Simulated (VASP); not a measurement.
Here is the system:

```yaml
crystal:
  lattice:
    - [0.00000, 2.62343, 2.62343]
    - [2.62343, 0.00000, 2.62343]
    - [2.62343, 2.62343, 0.00000]
  atoms:
    - { symbol: Mg, position: [0.00000, 0.00000, 0.00000] }
    - { symbol: S, position: [0.50000, 0.50000, 0.50000] }
```

Calculation: optB86b-vdW, VASP's PBE PAW potentials (set 64) (plane waves; VASP). Run with 520 eV cut-off, 9×9×9 Γ-centred mesh, Gaussian smearing of 0.050 eV, potentials Mg S.

Task: Give the stress tensor in GPa (positive for a compressed cell).

Result: 
```
-2.14   0.00   0.00
 0.00  -2.14   0.00
 0.00   0.00  -2.14
```
The pressure is its mean diagonal, -2.14 GPa.

The compound is MgS in the rock salt structure. This cell is one point of a volume scan, at 1.03 of the reference volume.
